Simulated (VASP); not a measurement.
An input for Ansatz (written as the equivalent of a VASP run, and not itself run):

Ansatz 0.2 input:
```yaml
crystal:
  lattice:
    - [3.7615913, 0.0000000, 0.0000000]
    - [-1.8807956, 3.2576338, 0.0000000]
    - [0.0000000, 0.0000000, 6.0217699]
  atoms:
    - { symbol: Zr, position: [0.0000000, 0.0000000, 0.0000000] }
    - { symbol: Se, position: [0.3333330, 0.6666670, 0.2629205] }
    - { symbol: Se, position: [0.6666670, 0.3333330, 0.7370794] }
kpoints:
  mp_grid: { grid: [6, 6, 4] }
hamiltonian:
  xc: pbe
  dispersion: d3bj
  pseudopotentials: { kind: paw }
scf:
  occupations: { method: gaussian, width: 0.05 }
  max_iter: 100
relax:
  max_steps: 60
  f_tol: 0.02
  cell: {}
output: { forces: true, stress: true, eigenvalues: true }
```

Translate this input to VASP (INCAR, KPOINTS, POSCAR, choice of POTCAR).

One answer among several that fit: 
**KPOINTS**
```
Automatic mesh
0
Gamma
6 6 4
0 0 0
```

### POSCAR
```
ZrSe2
1
    3.7615912876     0.0000000000     0.0000000000
   -1.8807956438     3.2576338399    -0.0000000000
   -0.0000000000     0.0000000000     6.0217699499
Zr Se
1 2
Direct
  0.0000000000   0.0000000000   0.0000000000
  0.3333330000   0.6666670000   0.2629205500
  0.6666670000   0.3333330000   0.7370794500
```

### INCAR
```
SYSTEM = ZrSe2
PREC = Accurate; ENCUT = 480; LREAL = .False.
LASPH = .True.
EDIFF = 1E-6; NELM = 100; ALGO = Normal
LMAXMIX = 4
ISMEAR = 0; SIGMA = 0.05
GGA = PE; IVDW = 12
IBRION = 2; NSW = 60; ISIF = 3
EDIFFG = -0.02
LWAVE = .False.; LCHARG = .False.
```

POTCAR, in this order: Zr_sv Se (PBE.64 set). Program: vasp_std.

The two are equivalent in intent, not identical: each code has its own PAW files, so the cut-off isn't converted (ENCUT is set for VASP's; basis.ecutwfc is left out, and Ansatz then takes the one that its files recommend); Ansatz stops its SCF on the density residual and VASP on the energy change (EDIFF).

The compound is ZrSe2 in the 1T layered structure. This run relaxes it. Symmetry was kept, so distortions that lower it aren't found. The start is the result of an earlier pass.
